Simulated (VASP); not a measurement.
An input for Quantum ESPRESSO's pw.x (written as the equivalent of a VASP run, and not itself run):

```
&CONTROL
  calculation = 'scf'
  pseudo_dir = './pseudo'
  outdir = './out'
  tprnfor = .true.
  tstress = .true.
/
&SYSTEM
  ibrav = 0
  nat = 2
  ntyp = 1
  ecutwfc = 70
  occupations = 'smearing'
  smearing = 'fermi-dirac'
  degauss = 0.009996
  input_dft = 'pbe'
/
&ELECTRONS
  conv_thr = 7.3e-08
  electron_maxstep = 100
/
ATOMIC_SPECIES
  In 114.818 In.upf
CELL_PARAMETERS angstrom
     0.0000000    3.1442920    3.1442920
     3.1442920    0.0000000    3.1442920
     3.1442920    3.1442920    0.0000000
ATOMIC_POSITIONS crystal
  In   0.7500000  0.7500000  0.7500000
  In   0.5000000  0.5000000  0.5000000
K_POINTS automatic
  7 7 7 0 0 0
```

**Question.** Translate this input to VASP (INCAR, KPOINTS, POSCAR, choice of POTCAR).

**Answer.** This is not unique; one that fits is 
**POSCAR**
```
In
1
    0.0000000000     3.1442920000     3.1442920000
    3.1442920000     0.0000000000     3.1442920000
    3.1442920000     3.1442920000     0.0000000000
In
2
Direct
  0.7500000000   0.7500000000   0.7500000000
  0.5000000000   0.5000000000   0.5000000000
```

### KPOINTS
```
Automatic mesh
0
Gamma
7 7 7
0 0 0
```

**INCAR**
```
! general
SYSTEM =In
PREC   =Accurate
ENCUT  =300
LREAL  =.FALSE.
LASPH  =.TRUE.

! electronic loop
EDIFF  =1E-6
NELM   =100
ALGO   =Normal
LMAXMIX=4

! smearing
ISMEAR =-1
SIGMA  =0.136

! functional
GGA    =PE

! ions
ISIF   =2

! output
LWAVE  =.FALSE.
LCHARG =.FALSE.
```

POTCAR, in this order: In_d (PBE.64 set). Program: vasp_std.

What does not carry over: the potentials are each code's own (VASP's PAW set, PseudoDojo norm-conserving files in pw.x), so ENCUT and ecutwfc are chosen apart and not converted; conv_thr bounds pw.x's estimated SCF error, while EDIFF bounds the energy change between steps.

The structure was generated: In was put into an ordered model structure, which need not be its known phase. The cell was not relaxed at this level.
